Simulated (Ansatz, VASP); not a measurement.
Given: the input of a run of Ansatz 0.2.0 on NbTeN. Atoms were shifted at random by some hundredths of an Å from the given cell, which wasn't relaxed again for these runs. The cell comes from a database or a generator and needn't be the stable form of this composition.

The input input.yaml:

```yaml
crystal:
  lattice:
    - [3.584273, 0.0, 0.0]
    - [0.0, 3.584273, 0.0]
    - [0.0, 0.0, 9.546104]
  atoms:
    - { symbol: Te, position: [0.001445, 0.499069, 0.301634] }
    - { symbol: Te, position: [0.500261, 0.003168, 0.691465] }
    - { symbol: Nb, position: [-0.006498, 0.510122, 0.88277] }
    - { symbol: Nb, position: [0.496757, -0.008299, 0.114092] }
    - { symbol: "N", position: [-0.007733, -0.005413, -0.000208] }
    - { symbol: "N", position: [0.49361, 0.509123, 0.000448] }
hamiltonian:
  xc: pbe
  pseudopotentials: { kind: paw }
kpoints:
  mp_grid: { grid: [8, 8, 3] }
scf:
  occupations: { method: fermi_dirac, width: 0.05 }
output:
  forces: true
  stress: true
  eigenvalues: true
```

Potentials or basis: Ansatz PAW.

Launch:

```console
$ ansatz run input.yaml --threads 2 --pin off --max-ram 5120MiB --backend cpu --events-out ev --progress --plain --runs-dir out
```

Problem. Translate it to VASP 6.6.1. Potentials or basis there: PBE PAW files N, Nb_sv, Te, 520 eV.

Solution. As run (cutoffs and basis follow the program's own potentials, and thresholds, step limits or extra output files can differ):

INCAR

```
SYSTEM = NbTeN
PREC     = Accurate       ! precision mode
ENCUT    = 520            ! plane-wave cutoff, eV
EDIFF    = 1E-7           ! SCF threshold, eV
ISMEAR   = -1             ! smearing method
SIGMA    = 0.05           ! smearing width, eV
LREAL    = .False.        ! projectors in reciprocal space
LASPH    = .True.         ! aspherical terms in the spheres
NELM     = 60             ! most SCF steps
ALGO     = Normal         ! electronic algorithm
ISIF     = 2              ! what is computed and relaxed
LWAVE    = .False.        ! write WAVECAR
LCHARG   = .False.        ! write CHGCAR
GGA      = PE             ! functional
NBANDS   = 33             ! bands
```

The input KPOINTS:

```
Automatic mesh
0
Gamma
  8 8 3
  0 0 0
```

POSCAR

```
NbTeN
1.0
    3.5842730000      0.0000000000      0.0000000000
    0.0000000000      3.5842730000      0.0000000000
    0.0000000000      0.0000000000      9.5461040000
Te Nb N
2 2 2
Direct
    0.0014450000      0.4990690000      0.3016340000
    0.5002610000      0.0031680000      0.6914650000
   -0.0064980000      0.5101220000      0.8827700000
    0.4967570000     -0.0082990000      0.1140920000
   -0.0077330000     -0.0054130000     -0.0002080000
    0.4936100000      0.5091230000      0.0004480000
```

Potentials or basis: VASP PAW PBE potentials, release 64 (Te, Nb_sv, N).

Run with:

```bash
$ cat potpaw_PBE.64/Te/POTCAR potpaw_PBE.64/Nb_sv/POTCAR potpaw_PBE.64/N/POTCAR > POTCAR
$ mpirun -np 1 vasp_std > vasp.out
```

Both were run:

|  | Ansatz | VASP |
| --- | --- | --- |
| Pressure | -2.9 GPa | -3.0 GPa |
| Largest force | 0.840 eV/Å | 0.839 eV/Å |

Ansatz's pressure holds a Pulay term of +0.17 GPa for its cutoff of 420 eV, which the other run lacks.

The potentials hold 68 and 48 valence electrons a cell.

Where Ansatz's input types no cutoff or centring, it takes its own default and a Γ-centred mesh.

Pressure is positive in compression.
